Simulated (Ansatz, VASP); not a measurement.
# ZnS in two plane-wave programs, part 2 of 2

One calculation is typed for both programs; each brings its own data sets. How far apart do they land? The cell is taken from a series of runs on this material, whose earlier steps may have relaxed, scaled, displaced or heated it; both programs get it as it stands.

VASP 6.6.1 and Ansatz 0.2.0.

So far. Step 2 (VASP: single point, HSE06): The run ends at a pressure of -0.36 GPa.

### Step 3. Ansatz: single point, HSE06

Level of this step: Ansatz beside VASP: Kohn-Sham DFT, plane waves, HSE06 (Ansatz).

Ansatz runs on its PAW soft_1 files.

The same cell, functional, mesh and smearing now go to Ansatz.

Contents of input.yaml:

```yaml
crystal:
  lattice:
    - [0.0, 2.7135452356, 2.7135452356]
    - [2.7135452356, 0.0, 2.7135452356]
    - [2.7135452356, 2.7135452356, 0.0]
  atoms:
    - { symbol: Zn, position: [0.0, 0.0, 0.0] }
    - { symbol: S, position: [0.75, 0.75, 0.75] }
kpoints:
  mp_grid: { grid: [6, 6, 6] }
scf:
  occupations: { method: fermi_dirac, width: 0.02 }
hamiltonian:
  xc: hse06
  pseudopotentials: { kind: paw, azcp: { folder: soft_1 } }
basis:
  ecutwfc: 600
output:
  forces: true
  stress: true
```

On the command line:

```sh
$ ansatz run input.yaml --threads 8 --pin off --max-ram 18432MiB --backend cpu --events-out ev --progress --plain --runs-dir out
```

Numbers of over 12 decimals in the logs are rounded to 6 here.

What it wrote:

```text
Warning: output.stress: scf.convergence.dr2_threshold = 1e-7 eV (the SCF's general default) is looser than the 2e-10 eV advised for a printed stress (1e-10 eV for each atom of the cell: 2). What an SCF threshold leaves in a stress goes as its square root, and in the free energy as the threshold itself, and one threshold admits the most on a small cell: [figures from the program's tests cut] Set scf.convergence.dr2_threshold to 2e-10 eV or tighter. The threshold is an SCF's pass mark: one that does not reach it within its budget of iterations ends unconverged, or closes short of it on a stop that the run arms, and scf.convergence.dr2_threshold's page says what that costs each kind of run
Warning: output.stress: scf.exx.energy_threshold = 1e-6 eV is looser than the 2e-8 eV advised for a stress under a hybrid functional (1e-8 eV for each atom of the cell: 2). Every SCF of the exchange loop can meet its threshold on dr2 while the loop round them stops early: no threshold on dr2 bounds what that leaves in the stress. Set scf.exx.energy_threshold to 2e-8 eV or tighter. The threshold is the loop's pass mark: a loop that does not reach it within its budget of cycles ends unconverged, and scf.exx.energy_threshold's page has the law
Engine: ansatz 0.2.0, aarch64-unknown-linux-gnu
Pseudopotentials: kind: paw
Pseudopotential: Zn, paw, valence charge 12, recommended cutoff 420 eV (normal), soft_1/Zn.paw.azcp
Pseudopotential: S, paw, valence charge 6, recommended cutoff 420 eV (normal), soft_1/S.paw.azcp
Functional definition: HSE06
  parameter a = 0.25
  parameter omega = 0.11/bohr
  exchange = pbe_x - a*pbe_x_sr(omega) + a*exact_x_sr(omega)
  correlation = pbe_c
Crystal: 2 atoms, lattice volume = 39.961 Å³
Basis set: ecut = 600 eV, 1363 PW (Γ), exchange–correlation on 64×64×64 points (8 copies of the dense FFT grid, shifted against one another)
Bands: 13, of which v1, the nominal top of the filled ones, is band 9 counted from 1 (8 counted from 0)
Symmetry: 24 space group operations
Space group: F-43m (ITA 216), of the structure as read, at distance tolerance 3.4e-5 Å
k-points: 16 of 216 (time reversal used)
Non-local potential: Zn, projectors of the file, l = 0: 2, l = 1: 2, l = 2: 3, l = 3: 1
Non-local potential: S, projectors of the file, l = 0: 2, l = 1: 2, l = 2: 1
PAW form: soft (Blöchl's): semilocal exchange-correlation on the pseudo side does not see the compensation charge
PAW frozen core: Zn, regenerated for the run's functional, and the local potential with it (the file was generated under x = pbe(κ = 0.804, μ = 0.219515), c = pbe(β = 0.066725))
PAW frozen core: S, regenerated for the run's functional, and the local potential with it (the file was generated under x = pbe(κ = 0.804, μ = 0.219515), c = pbe(β = 0.066725))
PAW one-centre angular grid: Zn, 590 points (default); XC on 64 Gauss nodes
PAW one-centre angular grid: S, 110 points (default); XC on 64 Gauss nodes
Initial density: superposition of atomic densities (chi_scale 0.1, normalization cell, long waves kept (reshape's long-wave potential 0.00 eV rms))
Initial wavefunctions: pseudopotential atomic-orbital guess
Functional: x = pbe(κ = 0.804, μ = 0.219515), c = pbe(β = 0.066725), warm-up for x = pbe(κ = 0.804, μ = 0.219515) + 0.25 (exact − pbe) at short range (hse, ω = 0.207870 Å⁻¹), c = pbe(β = 0.066725); HSE06 as pw.x's `hse` composes it (authors' and Libxc's form: `xc: wpbeh`)
SCF iter   1: F=—  HF=-4222.793875 eV  |F-HF|=—  |Δ(HF+E_count)|=         —  Δρ=4.54e-2  dr2=4.63e-1  ethr=1.00e-1  ⟨swp⟩=7.2  Hψ=779  notcnv=0
preconditioner: auto → none  [insulator: Δε(μ)=2.252 eV  Ē_g=12.532 eV  σ=0.020 eV  W_gap=1.00  n_scr=14 (ndim 8)  ℏωp=24.9 eV  f_vac=0.000  D(μ)=0.00/eV (n_scr^D=0)]
SCF iter   2: F=—  HF=-4222.757352 eV  |F-HF|=—  |Δ(HF+E_count)|=   3.65e-2  Δρ=1.64e-2  dr2=6.08e-2  ethr=2.57e-3  ⟨swp⟩=4.1  Hψ=633  notcnv=0
SCF iter   3: F=—  HF=-4222.741047 eV  |F-HF|=—  |Δ(HF+E_count)|=   1.63e-2  Δρ=1.12e-2  dr2=2.50e-2  ethr=3.38e-4  ⟨swp⟩=4.2  Hψ=668  notcnv=0
SCF iter   4: F=—  HF=-4222.737014 eV  |F-HF|=—  |Δ(HF+E_count)|=   4.03e-3  Δρ=3.91e-3  dr2=3.74e-3  ethr=1.39e-4  ⟨swp⟩=2.4  Hψ=425  notcnv=0
iter 5 solved again at ethr=2.03e-6 eV; its pass at ethr=2.08e-5 eV (dr2=3.66e-4 eV) is discarded
SCF iter   5: F=-4222.737269 eV  HF=-4222.737380 eV  |F-HF|=1.11e-4  |Δ(HF+E_count)|=   3.65e-4  Δρ=9.23e-4  dr2=3.56e-4  ethr=2.03e-6  ⟨swp⟩=2.4  Hψ=1016  notcnv=0
SCF 1 stopped early in 5 iterations: F = -4222.737269 eV  dr2 = 3.56e-4
  greatest PAW one-centre occupation: 0.983 electrons in one spin orbital (limit 2), on the Zn atom at site 0 (counted from 0), in its partial waves of l = 2
Initial density: handed on by an earlier stage of this run
Initial wavefunctions: those handed on with the density
Functional: x = pbe(κ = 0.804, μ = 0.219515) + 0.25 (exact − pbe) at short range (hse, ω = 0.207870 Å⁻¹), c = pbe(β = 0.066725); HSE06 as pw.x's `hse` composes it (authors' and Libxc's form: `xc: wpbeh`)
Exchange kernel: α = 0.2500, screened, ω = 0.2079 Å⁻¹, Wigner–Seitz truncation, v(0) = 1046.3971 eV·Å³, q-mesh 6×6×6, nearest image of the exchange supercell L = 23.03 Å, pair-density grid 18×18×18, without the augmentation charges, whose exchange is taken in its separable form by FFT convolution over the k-point mesh (sized by the pseudopotential files, 27×27×27 at the most), smooth part of the exact exchange by density-matrix convolution
Frozen-core exchange: fock
SCF iter   1: F=—  HF=-4223.440094 eV  |F-HF|=—  |Δ(HF+E_count)|=         —  Δρ=2.28e-2  dr2=1.04e-1  ethr=1.98e-5  ⟨swp⟩=6.0  Hψ=1029  notcnv=0
preconditioner: auto → none  [insulator: Δε(μ)=3.253 eV  Ē_g=14.785 eV  σ=0.020 eV  W_gap=1.00  n_scr=14 (ndim 8)  ℏωp=24.9 eV  f_vac=0.026  D(μ)=0.00/eV (n_scr^D=0)]
SCF iter   2: F=—  HF=-4223.407675 eV  |F-HF|=—  |Δ(HF+E_count)|=   3.24e-2  Δρ=4.22e-3  dr2=5.96e-3  ethr=1.98e-5  ⟨swp⟩=5.0  Hψ=884  notcnv=0
SCF iter   3: F=—  HF=-4223.416190 eV  |F-HF|=—  |Δ(HF+E_count)|=   8.51e-3  Δρ=3.43e-3  dr2=2.31e-3  ethr=1.98e-5  ⟨swp⟩=4.2  Hψ=732  notcnv=0
SCF iter   4: F=—  HF=-4223.416118 eV  |F-HF|=—  |Δ(HF+E_count)|=   7.22e-5  Δρ=1.52e-3  dr2=6.20e-4  ethr=1.18e-5  ⟨swp⟩=2.0  Hψ=380  notcnv=0
SCF iter   5: F=—  HF=-4223.416196 eV  |F-HF|=—  |Δ(HF+E_count)|=   7.80e-5  Δρ=1.43e-4  dr2=3.08e-5  ethr=2.40e-6  ⟨swp⟩=3.0  Hψ=421  notcnv=0
SCF iter   6: F=—  HF=-4223.416529 eV  |F-HF|=—  |Δ(HF+E_count)|=   3.33e-4  Δρ=4.01e-4  dr2=3.01e-5  ethr=3.64e-8  ⟨swp⟩=5.1  Hψ=782  notcnv=0
SCF iter   7: F=-4223.416513 eV  HF=-4223.416513 eV  |F-HF|=5.70e-8  |Δ(HF+E_count)|=   1.55e-5  Δρ=3.16e-5  dr2=4.19e-7  ethr=3.64e-8  ⟨swp⟩=4.0  Hψ=569  notcnv=0
SCF 2 stopped early in 7 iterations: F = -4223.416513 eV  dr2 = 4.19e-7
  greatest PAW one-centre occupation: 0.985 electrons in one spin orbital (limit 2), on the Zn atom at site 0 (counted from 0), in its partial waves of l = 2
hybrid outer 1: dexx = +1.017e-2 eV, tail = 3.68e-5 eV
Exchange kernel: α = 0.2500, screened, ω = 0.2079 Å⁻¹, Wigner–Seitz truncation, v(0) = 1046.3971 eV·Å³, q-mesh 6×6×6, nearest image of the exchange supercell L = 23.03 Å, pair-density grid 18×18×18, without the augmentation charges, whose exchange is taken in its separable form by FFT convolution over the k-point mesh (sized by the pseudopotential files, 27×27×27 at the most), smooth part of the exact exchange by density-matrix convolution
Frozen-core exchange: fock
SCF iter   1: F=—  HF=-4223.415976 eV  |F-HF|=—  |Δ(HF+E_count)|=         —  Δρ=7.85e-5  dr2=1.97e-6  ethr=1.02e-6  ⟨swp⟩=3.3  Hψ=480  notcnv=0
preconditioner: auto → none  [insulator: Δε(μ)=3.275 eV  Ē_g=14.510 eV  σ=0.020 eV  W_gap=1.00  n_scr=14 (ndim 8)  ℏωp=24.9 eV  f_vac=0.033  D(μ)=0.00/eV (n_scr^D=0)]
SCF iter   2: F=—  HF=-4223.415977 eV  |F-HF|=—  |Δ(HF+E_count)|=   2.64e-7  Δρ=3.24e-5  dr2=3.31e-7  ethr=9.99e-9  ⟨swp⟩=4.1  Hψ=573  notcnv=0
SCF iter   3: F=—  HF=-4223.415977 eV  |F-HF|=—  |Δ(HF+E_count)|=   7.48e-7  Δρ=1.23e-5  dr2=5.79e-8  ethr=1.18e-9  ⟨swp⟩=4.1  Hψ=614  notcnv=0
SCF iter   4: F=-4223.415977 eV  HF=-4223.415977 eV  |F-HF|=9.31e-10  |Δ(HF+E_count)|=   1.66e-8  Δρ=1.90e-6  dr2=3.70e-9  ethr=2.50e-10  ⟨swp⟩=3.1  Hψ=496  notcnv=0
SCF 3 converged in 4 iterations: F = -4223.415977 eV  dr2 = 3.70e-9
  Residual-converged pass: ⟨swp⟩=4.0  Hψ=546  notcnv=0  max |occ|·‖R‖ = 2.4e-6 eV (tolerance 2.4e-6 eV)  dr2=3.87e-9  dr2_onsite=8.22e-10  max |Δocc| = 0.0e0
hybrid outer 2: dexx = +7.943e-7 eV, tail = 1.78e-8 eV, Δε = 4.31e-3 eV (about 1.32e-4 eV left of the loop's levels)
hybrid SCF converged: 2 outer / 11 inner (+5 warm-up), last move |dexx| = 7.94e-7 eV, tail = 1.78e-8 eV
Stability not checked: this state was not tested for a lower state beside it, because the functional holds exact exchange (a hybrid, or Hartree-Fock), whose exchange loop this test does not read (fock_operator; see scf.lower_state_search)
Free energy (F): -4223.415977 eV
Frozen-core exchange: fock
Harris-Foulkes:  -4223.415977 eV  (|F-HF|=9.31e-10)
Internal energy: -4223.415977 eV  (E = F + TS)
E sigma→0 (E₀):  -4223.415977 eV
Fermi energy:    6.520593 eV
--- Per-component energies (eV) ---
  E_band       = -29.739141
  E_kinetic    = 251.278234
  E_local      = -2288.480566  (includes V_loc(G=0)·N_el)
  E_nonlocal   = 863.082860
  E_hartree    = 877.181017
  E_xc         = -134.156494
  E_vxc        = -107.175735  (∫ρ·V_xc dr)
  E_exx        = -53.191534  (= α·E_x^exact, valence–valence)
  E_paw        = -2491.630256  (= ΣΔE_a)
  E_vpaw       = -396.422207  (= ΣTr[D̂ρ^β])
  E_aug_tail   = 0.000009  (compensation charges beyond the density's cutoff)
  E_ewald      = -1248.046580
  E_core_change = 0.547321  (= ΣΔE_core)
  E_smearing   = -0.000000  (= −TS)
  E_closure    = 0.000011  (closes the sum)
  Σ components = -4223.415977   (vs F -4223.415977, Δ=0.00e0)
--- Forces (eV/Å), atoms counted from 1 ---
  atom   1  Zn    -0.00000000     0.00000000     0.00000000
  atom   2  S      0.00000000     0.00000000     0.00000000
  max |Σ_I F_I| component: 3.70e-17 eV/Å
--- Stress (GPa, compression-positive) ---
       -0.066552       0.000000      -0.000000
        0.000000      -0.066552       0.000000
        0.000000       0.000000      -0.066552
  P = ⅓ Tr σ = -0.0666 GPa (-0.666 kbar)
--- Band table (eV; the first three rows and the last of 16) ---
  k-point 0: bands = ["-9.3533", "-2.9990", "-2.9990", "-2.9990", "-2.5738", "-2.5738", "4.8720", "4.8720", "4.8720", "8.1472"]
  k-point 1: bands = ["-9.1388", "-2.9675", "-2.9675", "-2.9577", "-2.5755", "-2.5755", "3.1308", "4.6203", "4.6203", "9.2764"]
  k-point 2: bands = ["-8.6580", "-2.9149", "-2.9149", "-2.7226", "-2.5651", "-2.5651", "0.6839", "4.1785", "4.1785", "9.5381"]
  k-point 15: bands = ["-8.0606", "-2.8426", "-2.7585", "-2.6588", "-2.5502", "-2.1814", "0.0706", "2.1124", "2.2000", "10.7761"]
  guard bands above this table: 3 of the run's 13 bands. The solve was not asked for them (output.publish_guard_bands: true or output.eigenvalues: true publishes all)
```

Reading the cycles: dr2 is the Hartree energy of the density residual (eV), the measure of convergence; HF is the Harris–Foulkes estimate of the energy, which meets the free energy F at convergence.

The run ends at a pressure of -0.07 GPa.

### Step 4. Comparison

Known differences besides the potentials themselves: exact exchange at q = 0 is treated differently, which shows on coarse meshes; VASP keeps PBE cores, Ansatz makes them for the functional; the cutoff is 600 eV in Ansatz and 400 eV in VASP; VASP takes a coarser grid for exact exchange (PRECFOCK = Fast). Total energies have different zeros and are not compared.

Both answers:

| quantity | Ansatz | VASP | difference |
| --- | --- | --- | --- |
| pressure (GPa) | -0.07 | -0.36 | +0.30 |
| gap on the k mesh (eV) | 3.275 | 3.262 | +0.013 |

A gap on the mesh is an upper bound, since the band edges may lie between its points.

### Step 5. Results

| Property | Result |
| --- | --- |
| difference in gap on the k mesh (single point, HSE06) | 0.013 eV |

The difference in gap on the k mesh is 0.013 eV (single point, HSE06), within the 0.08 eV picked in this series as the mark of a large difference. How closely two codes agree says nothing of how well the functional describes the real material.

[Lines on the potential files, build, host, timing and source positions are cut from VASP's logs without a mark.]

[Logs are printed without paths, hosts, clocks, repeated set-up lines and the standing remarks that a program may print on its own settings, such as how far it seeks lower states.]

[Hosts, paths, dates, database ids (printed as entryN), source tags and the programs' standing remarks are cut or masked in the printed files.]
